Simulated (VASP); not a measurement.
OSZICAR of a VASP run on Ni$_{3}$Si (L1_2):

**OSZICAR**
```
       N       E                     dE             d eps       ncg     rms          rms(c)
DAV:   1     0.179868225101E+03    0.17987E+03   -0.13297E+04  1478   0.184E+03
DAV:   2    -0.216280460356E+02   -0.20150E+03   -0.19437E+03  1470   0.351E+02
DAV:   3    -0.315991087034E+02   -0.99711E+01   -0.95892E+01  1620   0.105E+02
DAV:   4    -0.318296738793E+02   -0.23057E+00   -0.22788E+00  1742   0.139E+01
DAV:   5    -0.318388421140E+02   -0.91682E-02   -0.91191E-02  1809   0.259E+00    0.212E+01
DAV:   6    -0.311304940556E+02    0.70835E+00   -0.53724E+01  1698   0.123E+02    0.158E+01
DAV:   7    -0.280277847257E+02    0.31027E+01   -0.15504E+01  1613   0.675E+01    0.471E+00
DAV:   8    -0.279474047759E+02    0.80380E-01   -0.66042E-01  1601   0.687E+00    0.145E+00
DAV:   9    -0.279296461922E+02    0.17759E-01   -0.31039E-02  2045   0.246E+00    0.585E-01
DAV:  10    -0.279270589187E+02    0.25873E-02   -0.31849E-03  1873   0.460E-01    0.264E-01
DAV:  11    -0.279264179134E+02    0.64101E-03   -0.81784E-04  2285   0.360E-01    0.586E-02
DAV:  12    -0.279264181576E+02   -0.24419E-06   -0.12277E-04  1697   0.136E-01    0.166E-02
DAV:  13    -0.279264173362E+02    0.82140E-06   -0.79414E-06  1618   0.210E-02
   1 F= -.27926417E+02 E0= -.27927006E+02  d E =-.279264E+02
       N       E                     dE             d eps       ncg     rms          rms(c)
DAV:   1    -0.279481557028E+02   -0.21738E-01   -0.25952E-01  1510   0.833E+00    0.130E+00
DAV:   2    -0.279441030857E+02    0.40526E-02   -0.26415E-01  1658   0.901E+00    0.951E-01
DAV:   3    -0.279268260906E+02    0.17277E-01   -0.70809E-02  1637   0.479E+00    0.202E-01
DAV:   4    -0.279262615862E+02    0.56450E-03   -0.24144E-03  1509   0.367E-01    0.534E-02
DAV:   5    -0.279262138052E+02    0.47781E-04   -0.11717E-04  1815   0.130E-01    0.318E-02
DAV:   6    -0.279262036532E+02    0.10152E-04   -0.35495E-05  2188   0.550E-02    0.847E-03
DAV:   7    -0.279262044585E+02   -0.80533E-06   -0.37795E-06  1323   0.190E-02
   2 F= -.27926204E+02 E0= -.27926791E+02  d E =0.212878E-03
       N       E                     dE             d eps       ncg     rms          rms(c)
DAV:   1    -0.279339233418E+02   -0.77197E-02   -0.85617E-02  1500   0.481E+00    0.747E-01
DAV:   2    -0.279327088241E+02    0.12145E-02   -0.88266E-02  1666   0.521E+00    0.554E-01
DAV:   3    -0.279268222383E+02    0.58866E-02   -0.23976E-02  1650   0.278E+00    0.117E-01
DAV:   4    -0.279266407939E+02    0.18144E-03   -0.81175E-04  1504   0.211E-01    0.314E-02
DAV:   5    -0.279266214277E+02    0.19366E-04   -0.46852E-05  1826   0.834E-02    0.170E-02
DAV:   6    -0.279266186691E+02    0.27586E-05   -0.98098E-06  2052   0.281E-02    0.513E-03
DAV:   7    -0.279266188305E+02   -0.16143E-06   -0.83460E-07   842   0.871E-03
   3 F= -.27926619E+02 E0= -.27927206E+02  d E =-.201494E-03
```

Task: Which electronic solver shows in the log?

Result: It is blocked Davidson (ALGO = Normal, or the opening steps of other solvers). The INCAR had ALGO = Normal.

Task: How was spin treated?

Result: Without spin polarisation: there is no mag entry.

Task: Can the final energy be trusted as converged?

Result: Self-consistency was reached. It stopped with EDIFF = 1E-6, NELM = 100, NSW = 60 and EDIFFG = -0.02 after 3 ionic steps (LDA (Ceperley-Alder, Perdew-Zunger), plane waves, VASP's LDA PAW potentials (set 64)).

The compound is Ni3Si in the L1_2 structure. This run relaxes it. Symmetry was kept, so distortions that lower it aren't found. The start is the result of an earlier pass. The run is not spin-polarised, so no magnetic state was tried.
